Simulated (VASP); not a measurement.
LiTiB4, 6 atoms in the cell. The structure is hexagonal, space group P6/mmm (No. 191). The conventional cell has a = 3.021 Å, b = 3.021 Å, c = 6.761 Å, α = 90.00°, β = 90.00°, γ = 120.00°. Li (site symmetry 6/mmm) is surrounded by 12 B at 2.51 Å. Around Ti (site symmetry 6/mmm) lie 12 B at 2.35 Å. B (site symmetry 3m) is surrounded by 3 B at 1.74 Å. The cell was built by a generator and needn't be a form met in nature.

| Quantity | Value |
| --- | --- |
| Program | VASP 6.6.1 |
| Task | relaxation of cell and atoms |
| Functional | revPBE |
| Potentials or basis | VASP PAW PBE potentials, release 64 (Li_sv, Ti_sv, B) |
| Cutoff | 600 eV |
| k mesh | 7 × 7 × 3 |
| Occupations | fermi-dirac, width 0.05 eV |
| Spin | no spin polarisation |
| Further INCAR settings | ALGO = Fast; EDIFF = 1e-06; IBRION = 2; EDIFFG = -0.01; NSW = 40; ISIF = 3 |

Potentials or basis: VASP PAW PBE potentials, release 64 (Li_sv, Ti_sv, B).

Command:

```console
$ cat potpaw_PBE.64/Li_sv/POTCAR potpaw_PBE.64/Ti_sv/POTCAR potpaw_PBE.64/B/POTCAR > POTCAR
$ mpirun -np 1 vasp_std > vasp.out
```

Hardware: 1 thread of Intel(R) Xeon(R) Platinum 8488C (Sapphire Rapids), on a shared host.

Task: Estimate the wall time of this run.

Result: Wall time 7 min on 1 thread of Intel(R) Xeon(R) Platinum 8488C (Sapphire Rapids), with other jobs on the host, peak memory 0.2 GiB. Counts: scf iterations 229, k points 32, ion steps 12.
